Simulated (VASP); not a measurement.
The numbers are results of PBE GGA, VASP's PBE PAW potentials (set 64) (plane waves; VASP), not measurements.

VASP ran on this input.

INCAR:
```
LORBIT = 10
EDIFF = 1E-5
GGA = PE
PREC = Normal
ISYM = 0
ISMEAR = 0   # Gaussian
LCHARG = .FALSE.
EDIFFG = -0.03
LASPH = .TRUE.   # aspherical one-centre terms
SYSTEM = AlC31Si32
ENCUT = 400
ALGO = Fast
LWAVE = .TRUE.
SIGMA = 0.05   # width (eV)
ISIF = 2   # forces and stress, cell fixed
NSW = 60   # most ionic steps
NELM = 100
LREAL = Auto   # projection in real space or not
ISPIN = 2
IBRION = 2
NUPDOWN = 1
NELMIN = 4
MAGMOM = 64*0.0156
```

File POSCAR:
```
AlC31Si32
1
    8.7583314355     0.0000000000     0.0000000000
    0.0000000000     8.7583314355    -0.0000000000
   -0.0000000000    -0.0000000000     8.7583314355
Si C Al
32 31 1
Direct
  0.5000000000   0.0000000000   0.0000000000
  0.7500000000   0.2500000000   0.0000000000
  0.7500000000   0.0000000000   0.2500000000
  0.0000000000   0.0000000000   0.0000000000
  0.2500000000   0.2500000000   0.0000000000
  0.5000000000   0.5000000000   0.0000000000
  0.7500000000   0.7500000000   0.0000000000
  0.2500000000   0.0000000000   0.2500000000
  0.5023210000   0.2556390000   0.2515680000
  0.7443200000   0.4950950000   0.2507830000
  0.5000000000   0.0000000000   0.5000000000
  0.7451240000   0.2475020000   0.4952490000
  0.7500000000   0.0000000000   0.7500000000
  0.0000000000   0.5000000000   0.0000000000
  0.2500000000   0.7500000000   0.0000000000
  0.0000000000   0.2500000000   0.2500000000
  0.2500000000   0.5000000000   0.2500000000
  0.5000000000   0.7500000000   0.2500000000
  0.0000000000   0.0000000000   0.5000000000
  0.2500000000   0.2500000000   0.5000000000
  0.4976020000   0.5004570000   0.4955750000
  0.7500000000   0.7500000000   0.5000000000
  0.2500000000   0.0000000000   0.7500000000
  0.5000000000   0.2500000000   0.7500000000
  0.7500000000   0.5000000000   0.7500000000
  0.0000000000   0.7500000000   0.2500000000
  0.0000000000   0.5000000000   0.5000000000
  0.2500000000   0.7500000000   0.5000000000
  0.0000000000   0.2500000000   0.7500000000
  0.2500000000   0.5000000000   0.7500000000
  0.5000000000   0.7500000000   0.7500000000
  0.0000000000   0.7500000000   0.7500000000
  0.6205560000   0.1262700000   0.1226650000
  0.8799640000   0.3789240000   0.1284400000
  0.8802160000   0.1281620000   0.3760380000
  0.1250000000   0.1250000000   0.1250000000
  0.3781330000   0.3755590000   0.1210810000
  0.6274840000   0.6194480000   0.1251510000
  0.8750000000   0.8750000000   0.1250000000
  0.3789040000   0.1262100000   0.3744880000
  0.8769430000   0.6289840000   0.3721900000
  0.6306730000   0.1204140000   0.6284030000
  0.8796940000   0.3775510000   0.6282640000
  0.8750000000   0.1250000000   0.8750000000
  0.1250000000   0.6250000000   0.1250000000
  0.3750000000   0.8750000000   0.1250000000
  0.1250000000   0.3750000000   0.3750000000
  0.3696710000   0.6215410000   0.3722810000
  0.6250000000   0.8750000000   0.3750000000
  0.1250000000   0.1250000000   0.6250000000
  0.3790660000   0.3693880000   0.6206950000
  0.6282760000   0.6215820000   0.6243370000
  0.8750000000   0.8750000000   0.6250000000
  0.3750000000   0.1250000000   0.8750000000
  0.6250000000   0.3750000000   0.8750000000
  0.8750000000   0.6250000000   0.8750000000
  0.1250000000   0.8750000000   0.3750000000
  0.1250000000   0.6250000000   0.6250000000
  0.3750000000   0.8750000000   0.6250000000
  0.1250000000   0.3750000000   0.8750000000
  0.3750000000   0.6250000000   0.8750000000
  0.6250000000   0.8750000000   0.8750000000
  0.1250000000   0.8750000000   0.8750000000
  0.6194760000   0.3708670000   0.3766670000
```

**KPOINTS**
```
Automatic
0
Gamma
  1 1 1
```

POTCAR, in this order: Si C Al (PBE.64 set). Program: vasp_gam.

Output

OSZICAR:
```
...
       N       E                     dE             d eps       ncg     rms          rms(c)
DAV:   1    -0.465382360714E+03   -0.60925E-02   -0.70808E-01   680   0.224E+00    0.251E-01
RMM:   2    -0.465382833612E+03   -0.47290E-03   -0.14209E-02   640   0.302E-01    0.110E-01
RMM:   3    -0.465382704500E+03    0.12911E-03   -0.23769E-03   644   0.115E-01    0.523E-02
RMM:   4    -0.465382703460E+03    0.10399E-05   -0.52752E-04   649   0.496E-02    0.254E-02
RMM:   5    -0.465382712439E+03   -0.89791E-05   -0.93725E-05   609   0.214E-02
  12 F= -.46538271E+03 E0= -.46538271E+03  d E =-.644425E-02  mag=     1.0000
       N       E                     dE             d eps       ncg     rms          rms(c)
DAV:   1    -0.465382953980E+03   -0.25052E-03   -0.39023E-02   752   0.525E-01    0.607E-02
RMM:   2    -0.465382985814E+03   -0.31834E-04   -0.83335E-04   640   0.731E-02    0.274E-02
RMM:   3    -0.465382980385E+03    0.54293E-05   -0.14189E-04   644   0.283E-02    0.135E-02
RMM:   4    -0.465382980511E+03   -0.12575E-06   -0.31630E-05   441   0.124E-02
  13 F= -.46538298E+03 E0= -.46538298E+03  d E =-.671233E-02  mag=     1.0000
       N       E                     dE             d eps       ncg     rms          rms(c)
DAV:   1    -0.465385672386E+03   -0.26920E-02   -0.29882E-01   656   0.146E+00    0.156E-01
RMM:   2    -0.465385727552E+03   -0.55166E-04   -0.53692E-03   640   0.181E-01    0.677E-02
RMM:   3    -0.465385707284E+03    0.20268E-04   -0.11713E-03   646   0.744E-02    0.358E-02
RMM:   4    -0.465385715868E+03   -0.85834E-05   -0.22566E-04   666   0.318E-02    0.231E-02
RMM:   5    -0.465385718178E+03   -0.23102E-05   -0.36285E-05   454   0.141E-02
  14 F= -.46538572E+03 E0= -.46538572E+03  d E =-.273767E-02  mag=     1.0000
       N       E                     dE             d eps       ncg     rms          rms(c)
DAV:   1    -0.465385890435E+03   -0.17457E-03   -0.29488E-02   712   0.457E-01    0.497E-02
RMM:   2    -0.465385897892E+03   -0.74565E-05   -0.55009E-04   640   0.577E-02    0.219E-02
RMM:   3    -0.465385897378E+03    0.51381E-06   -0.12262E-04   647   0.240E-02    0.118E-02
RMM:   4    -0.465385898150E+03   -0.77184E-06   -0.21577E-05   402   0.104E-02
  15 F= -.46538590E+03 E0= -.46538590E+03  d E =-.291764E-02  mag=     1.0000
       N       E                     dE             d eps       ncg     rms          rms(c)
DAV:   1    -0.465388273272E+03   -0.23759E-02   -0.19784E-01   656   0.118E+00    0.122E-01
RMM:   2    -0.465388388496E+03   -0.11522E-03   -0.32874E-03   640   0.142E-01    0.578E-02
RMM:   3    -0.465388396318E+03   -0.78220E-05   -0.74159E-04   653   0.584E-02    0.336E-02
RMM:   4    -0.465388402312E+03   -0.59940E-05   -0.14403E-04   666   0.256E-02    0.225E-02
RMM:   5    -0.465388404528E+03   -0.22156E-05   -0.25495E-05   419   0.113E-02
  16 F= -.46538840E+03 E0= -.46538840E+03  d E =-.250638E-02  mag=     1.0000
       N       E                     dE             d eps       ncg     rms          rms(c)
DAV:   1    -0.465389488372E+03   -0.10861E-02   -0.29746E-01   640   0.145E+00    0.149E-01
RMM:   2    -0.465389674958E+03   -0.18659E-03   -0.49694E-03   640   0.174E-01    0.705E-02
RMM:   3    -0.465389689602E+03   -0.14645E-04   -0.11202E-03   653   0.719E-02    0.407E-02
RMM:   4    -0.465389698903E+03   -0.93010E-05   -0.21779E-04   666   0.318E-02    0.269E-02
RMM:   5    -0.465389702781E+03   -0.38773E-05   -0.39897E-05   456   0.141E-02
  17 F= -.46538970E+03 E0= -.46538970E+03  d E =-.380463E-02  mag=     1.0000
       N       E                     dE             d eps       ncg     rms          rms(c)
DAV:   1    -0.465391617234E+03   -0.19183E-02   -0.14490E-01   672   0.101E+00    0.108E-01
RMM:   2    -0.465391653389E+03   -0.36155E-04   -0.23129E-03   640   0.118E-01    0.495E-02
RMM:   3    -0.465391651881E+03    0.15074E-05   -0.56142E-04   649   0.498E-02    0.268E-02
RMM:   4    -0.465391658357E+03   -0.64754E-05   -0.11663E-04   659   0.223E-02    0.183E-02
RMM:   5    -0.465391659727E+03   -0.13702E-05   -0.17418E-05   395   0.963E-03
  18 F= -.46539166E+03 E0= -.46539166E+03  d E =-.195695E-02  mag=     1.0000
       N       E                     dE             d eps       ncg     rms          rms(c)
DAV:   1    -0.465392632735E+03   -0.97438E-03   -0.22867E-01   640   0.127E+00    0.135E-01
RMM:   2    -0.465392691046E+03   -0.58311E-04   -0.36399E-03   640   0.147E-01    0.619E-02
RMM:   3    -0.465392688248E+03    0.27982E-05   -0.88524E-04   649   0.626E-02    0.331E-02
RMM:   4    -0.465392698274E+03   -0.10026E-04   -0.18111E-04   673   0.278E-02    0.228E-02
RMM:   5    -0.465392700276E+03   -0.20014E-05   -0.27641E-05   426   0.121E-02
  19 F= -.46539270E+03 E0= -.46539270E+03  d E =-.299750E-02  mag=     1.0000
       N       E                     dE             d eps       ncg     rms          rms(c)
DAV:   1    -0.465392724293E+03   -0.26018E-04   -0.77252E-03   736   0.232E-01    0.252E-02
RMM:   2    -0.465392727283E+03   -0.29901E-05   -0.13097E-04   640   0.279E-02    0.121E-02
RMM:   3    -0.465392727922E+03   -0.63868E-06   -0.33043E-05   431   0.120E-02    0.703E-03
RMM:   4    -0.465392728167E+03   -0.24549E-06   -0.52943E-06   382   0.520E-03
  20 F= -.46539273E+03 E0= -.46539273E+03  d E =-.302539E-02  mag=     1.0000
       N       E                     dE             d eps       ncg     rms          rms(c)
DAV:   1    -0.465393838477E+03   -0.11106E-02   -0.91688E-02   656   0.798E-01    0.897E-02
RMM:   2    -0.465393879434E+03   -0.40957E-04   -0.15573E-03   640   0.971E-02    0.423E-02
RMM:   3    -0.465393877805E+03    0.16290E-05   -0.37854E-04   647   0.414E-02    0.230E-02
RMM:   4    -0.465393883271E+03   -0.54662E-05   -0.80146E-05   583   0.187E-02
  21 F= -.46539388E+03 E0= -.46539388E+03  d E =-.115510E-02  mag=     1.0000
       N       E                     dE             d eps       ncg     rms          rms(c)
DAV:   1    -0.465394275003E+03   -0.39720E-03   -0.10057E-01   648   0.836E-01    0.946E-02
RMM:   2    -0.465394324191E+03   -0.49189E-04   -0.17193E-03   640   0.102E-01    0.461E-02
RMM:   3    -0.465394324138E+03    0.53438E-07   -0.42193E-04   647   0.437E-02    0.254E-02
RMM:   4    -0.465394330441E+03   -0.63032E-05   -0.89060E-05   607   0.197E-02
  22 F= -.46539433E+03 E0= -.46539433E+03  d E =-.160227E-02  mag=     1.0000
       N       E                     dE             d eps       ncg     rms          rms(c)
DAV:   1    -0.465395515363E+03   -0.11912E-02   -0.95531E-02   640   0.814E-01    0.922E-02
RMM:   2    -0.465395588806E+03   -0.73443E-04   -0.17316E-03   640   0.102E-01    0.452E-02
RMM:   3    -0.465395599912E+03   -0.11106E-04   -0.42444E-04   654   0.432E-02    0.269E-02
RMM:   4    -0.465395603962E+03   -0.40504E-05   -0.67164E-05   577   0.187E-02
  23 F= -.46539560E+03 E0= -.46539560E+03  d E =-.127352E-02  mag=     1.0000
       N       E                     dE             d eps       ncg     rms          rms(c)
DAV:   1    -0.465396025762E+03   -0.42585E-03   -0.99790E-02   672   0.832E-01    0.939E-02
RMM:   2    -0.465396104434E+03   -0.78672E-04   -0.18087E-03   640   0.104E-01    0.462E-02
RMM:   3    -0.465396117317E+03   -0.12883E-04   -0.44461E-04   653   0.443E-02    0.277E-02
RMM:   4    -0.465396121757E+03   -0.44406E-05   -0.71416E-05   587   0.192E-02
  24 F= -.46539612E+03 E0= -.46539612E+03  d E =-.179132E-02  mag=     1.0000
       N       E                     dE             d eps       ncg     rms          rms(c)
DAV:   1    -0.465397020385E+03   -0.90307E-03   -0.10560E-01   640   0.856E-01    0.915E-02
RMM:   2    -0.465397121054E+03   -0.10067E-03   -0.19224E-03   640   0.108E-01    0.457E-02
RMM:   3    -0.465397128304E+03   -0.72498E-05   -0.42891E-04   650   0.447E-02    0.264E-02
RMM:   4    -0.465397132599E+03   -0.42943E-05   -0.83059E-05   598   0.198E-02
  25 F= -.46539713E+03 E0= -.46539713E+03  d E =-.101084E-02  mag=     1.0000
```

**OUTCAR**
```
------------------------ aborting loop because EDIFF is reached ----------------------------------------
  FORCE on cell =-STRESS in cart. coord.  units (eV):
  Direction    XX          YY          ZZ          XY          YZ          ZX
  --------------------------------------------------------------------------------------
  Total       16.3324183     16.5909559     16.7101730      0.0299053      0.3671627     -0.1492717
  in kB       38.9490571     39.5656098     39.8499151      0.0713172      0.8755986     -0.3559785
  external PRESSURE =      39.4548607 kB  Pullay stress =       0.0000000 kB
  volume of cell :      671.84
      direct lattice vectors                 reciprocal lattice vectors
     8.758331436  0.000000000  0.000000000     0.114176999  0.000000000  0.000000000
     0.000000000  8.758331436  0.000000000     0.000000000  0.114176999  0.000000000
     0.000000000  0.000000000  8.758331436     0.000000000  0.000000000  0.114176999
  FREE ENERGIE OF THE ION-ELECTRON SYSTEM (eV)
  ---------------------------------------------------
  free  energy   TOTEN  =      -465.3971325986 eV

  energy  without entropy=     -465.3971324313  energy(sigma->0) =     -465.39713251

 total charge

# of ion       s       p       d       tot
------------------------------------------
    1        0.698   0.974   0.000   1.672
    2        0.695   0.961   0.000   1.657
    3        0.695   0.961   0.000   1.657
    4        0.695   0.967   0.000   1.663
    5        0.699   0.971   0.000   1.670
    6        0.695   0.962   0.000   1.657
    7        0.699   0.972   0.000   1.671
    8        0.699   0.971   0.000   1.670
    9        0.724   1.010   0.000   1.734
   10        0.725   1.007   0.000   1.731
   11        0.695   0.962   0.000   1.657
   12        0.724   1.008   0.000   1.732
   13        0.699   0.970   0.000   1.669
   14        0.698   0.973   0.000   1.672
   15        0.695   0.967   0.000   1.662
   16        0.695   0.961   0.000   1.657
   17        0.695   0.961   0.000   1.656
   18        0.695   0.962   0.000   1.657
   19        0.698   0.972   0.000   1.671
   20        0.695   0.961   0.000   1.656
   21        0.720   1.026   0.000   1.746
   22        0.695   0.962   0.000   1.657
   23        0.695   0.967   0.000   1.662
   24        0.695   0.961   0.000   1.656
   25        0.695   0.962   0.000   1.657
   26        0.699   0.972   0.000   1.670
   27        0.695   0.962   0.000   1.658
   28        0.697   0.966   0.000   1.663
   29        0.699   0.971   0.000   1.669
   30        0.697   0.966   0.000   1.663
   31        0.697   0.967   0.000   1.664
   32        0.695   0.967   0.000   1.662
   33        0.840   1.718   0.000   2.557
   34        0.839   1.716   0.000   2.556
   35        0.840   1.716   0.000   2.555
   36        0.834   1.726   0.000   2.561
   37        0.841   1.710   0.000   2.552
   38        0.841   1.711   0.000   2.552
   39        0.834   1.726   0.000   2.561
   40        0.842   1.709   0.000   2.551
   41        0.841   1.711   0.000   2.552
   42        0.842   1.708   0.000   2.550
   43        0.841   1.710   0.000   2.552
   44        0.834   1.726   0.000   2.560
   45        0.835   1.727   0.000   2.562
   46        0.835   1.726   0.000   2.561
   47        0.842   1.700   0.000   2.541
   48        0.842   1.707   0.000   2.549
   49        0.842   1.699   0.000   2.541
   50        0.835   1.726   0.000   2.561
   51        0.842   1.707   0.000   2.549
   52        0.842   1.710   0.000   2.552
   53        0.835   1.726   0.000   2.561
   54        0.835   1.726   0.000   2.561
   55        0.841   1.699   0.000   2.541
   56        0.835   1.727   0.000   2.562
   57        0.849   1.711   0.000   2.560
   58        0.835   1.724   0.000   2.559
   59        0.835   1.723   0.000   2.558
   60        0.848   1.712   0.000   2.560
   61        0.835   1.723   0.000   2.558
   62        0.848   1.713   0.000   2.561
   63        0.839   1.695   0.000   2.534
   64        0.524   0.470   0.000   0.994
--------------------------------------------------
tot         48.938  84.742   0.000 133.681

 magnetization (x)

# of ion       s       p       d       tot
------------------------------------------
    1        0.001   0.003   0.000   0.005
    2        0.000   0.001   0.000   0.001
    3        0.000   0.001   0.000   0.001
    4       -0.000  -0.000   0.000  -0.001
    5        0.001   0.006   0.000   0.007
    6       -0.001  -0.002   0.000  -0.002
    7        0.001   0.006   0.000   0.006
    8        0.001   0.007   0.000   0.008
    9        0.007   0.080   0.000   0.087
   10        0.007   0.081   0.000   0.089
   11       -0.001  -0.002   0.000  -0.002
   12        0.007   0.083   0.000   0.090
   13        0.001   0.007   0.000   0.008
   14        0.001   0.003   0.000   0.004
   15       -0.000  -0.000   0.000  -0.000
   16        0.000   0.001   0.000   0.001
   17        0.000   0.000   0.000   0.000
...
```
(Selected blocks of OUTCAR.)

### CONTCAR
```
AlC31Si32
   1.00000000000000
     8.7583314355000006    0.0000000000000000    0.0000000000000000
     0.0000000000000000    8.7583314355000006    0.0000000000000000
     0.0000000000000000    0.0000000000000000    8.7583314355000006
  Si              C               Al
    32    31     1
Direct
     0.4977136697833187    0.9977645110851757    0.9977600620335421
     0.7514470899452343    0.2485699175965126    0.9983901728280766
     0.7516890877545205    0.9986731380536656    0.2482562144324231
     0.9997114212814229    0.0004019151912983    0.0001818636162248
     0.2482501217012697    0.2466333378111918    0.9975510814779902
     0.4996369461848444    0.5006251126775242    0.9982289685786918
     0.7536244514421764    0.7519020038590775    0.9973399776383312
     0.2479513186421675    0.9971975593026393    0.2464883597979512
     0.4764521044834945    0.2242978055238042    0.2243887844390765
     0.7734785195400505    0.5224488766609962    0.2259656313070546
     0.4993976053753197    0.9984371439088952    0.5002797620737964
     0.7759876868868473    0.2243933671030399    0.5244354894754115
     0.7533746041639288    0.9974061365790152    0.7516452147399703
     0.0020953808019574    0.5023211960980264    0.9982894952858413
     0.2511591701482754    0.7487661447169218    0.0004609095638259
     0.0013454814783579    0.2487937611252451    0.2483487254618316
     0.2501135706694610    0.5004547018017295    0.2479708413123072
     0.4996867108989935    0.7506491764218063    0.2477386086328503
     0.0022818039215898    0.9979062605146426    0.5019476186921509
     0.2494471063807572    0.2479905137994366    0.5004760258697000
     0.4665190581133304    0.5342508260731309    0.5347983499091323
     0.7522499930836851    0.7506966496484926    0.5004281701537332
     0.2511929998912761    0.0005062734259492    0.7486424434077023
     0.4991960749226869    0.2479521045335796    0.7506490169877473
     0.7525026602552779    0.5009339794867250    0.7506129873905805
     0.0025596685006864    0.7513330116131282    0.2466173806006610
     0.0017066719121165    0.5007034436766086    0.5002171349228456
     0.2481624480726743    0.7519992153783478    0.5022060106145936
     0.0027412926106301    0.2467805182642172    0.7517500903678688
     0.2474902221635336    0.5024280045127827    0.7523959476914737
     0.4978423946550861    0.7523788280868198    0.7522670720399772
     0.9996982277563782    0.7489824300385746    0.7485799478351637
     0.6275314169673070    0.1196598647281279    0.1193959927593918
     0.8795992460866696    0.3728493686769415    0.1200567095602968
     0.8801667391824316    0.1201785249592175    0.3723582247996973
     0.1250210163444302    0.1242100056543196    0.1240984897880425
     0.3710998829874259    0.3760095769478288    0.1188591135314079
     0.6241133452789411    0.6294043362378671    0.1188162078194294
     0.8761763938194148    0.8748127200833570    0.1241044858387586
     0.3703657118023958    0.1188298410254767    0.3759012463944238
     0.8805347155743837    0.6289711462973452    0.3758617753602196
     0.6236292883913220    0.1191197833181931    0.6292934277707193
     0.8812609835974279    0.3764857398310765    0.6292445003915974
     0.8758842898654473    0.1242403866397745    0.8746504786127296
     0.1259134067146676    0.6247965629227854    0.1242556484434762
     0.3749198860028917    0.8743845169446841    0.1239446294749813
     0.1260914437647366    0.3745898316790731    0.3742723290704416
     0.3700336288376305    0.6306341133772110    0.3712066923631447
     0.6257650632844707    0.8743488840943605    0.3742506747558928
     0.1255970362966650    0.1241148426256017    0.6248190468204504
     0.3688635442121014    0.3712552634590320    0.6310845624502940
     0.6293368090932415    0.6313825261414356    0.6311554000289784
     0.8761466189394539    0.8746263129467866    0.6247589584080763
     0.3748613656856881    0.1239386318232381    0.8744496806326643
     0.6256859076066088    0.3746256485700155    0.8737967358252159
     0.8764246771391607    0.6252193936964359    0.8745128336713746
     0.1246919036694338    0.8748231871601480    0.3744416813678133
     0.1248771081373946    0.6250484337474694    0.6247840922814579
     0.3751292359870269    0.8752655906268333    0.6248819167879006
     0.1245591856841287    0.3745732168578995    0.8756953928777966
     0.3749866010781394    0.6250623301673280    0.8751281302284631
     0.6255467804942172    0.8753090485110088    0.8753525758615633
     0.1254871269556583    0.8746469972116730    0.8744565821421363
     0.6164170770977340    0.3805985084684436    0.3836784247026304
```

File OUTCAR:
```
 val. band max:        9.2079508959   @ k =   0.0000   0.0000   0.0000

 cond. band min:       9.5572133858   @ k =   0.0000   0.0000   0.0000


 Fermi energy:         9.2754193038

 spin component 1

 k-point     1 :       0.0000    0.0000    0.0000
  band No.  band energies     occupation
      1      -7.2821      1.00000
      2      -5.8301      1.00000
      3      -5.8208      1.00000
      4      -5.8117      1.00000
      5      -5.7085      1.00000
      6      -5.7071      1.00000
      7      -5.3507      1.00000
      8      -4.4687      1.00000
      9      -4.4573      1.00000
     10      -4.4508      1.00000
     11      -4.4038      1.00000
     12      -4.4009      1.00000
     13      -4.3976      1.00000
     14      -4.2720      1.00000
     15      -4.2710      1.00000
     16      -4.2443      1.00000
     17      -4.1868      1.00000
     18      -4.1859      1.00000
     19      -3.8283      1.00000
     20      -3.8278      1.00000
     21      -3.8186      1.00000
     22      -3.7745      1.00000
     23      -3.0476      1.00000
     24      -2.4093      1.00000
     25      -2.4078      1.00000
     26      -2.1810      1.00000
     27      -2.1716      1.00000
     28      -2.1678      1.00000
     29      -2.1175      1.00000
     30      -2.0715      1.00000
     31      -2.0703      1.00000
     32      -0.8128      1.00000
     33      -0.3240      1.00000
     34      -0.3225      1.00000
     35      -0.3026      1.00000
     36       0.2769      1.00000
     37       0.2793      1.00000
     38       0.3093      1.00000
     39       0.6370      1.00000
     40       0.9766      1.00000
     41       0.9789      1.00000
     42       0.9795      1.00000
     43       1.0746      1.00000
     44       1.0784      1.00000
     45       1.1394      1.00000
     46       1.8016      1.00000
     47       1.8396      1.00000
     48       1.8490      1.00000
     49       2.1363      1.00000
...
```

At this cut-off the stress carries a Pulay error, which pulls relaxed volumes low. The supercell is sampled at Γ alone, which is coarse: total energies, pressure and levels can be off, energies of defects by several tenths of an eV.

The cell is a supercell with a defect, built from SiC (zinc blende): Al_C.
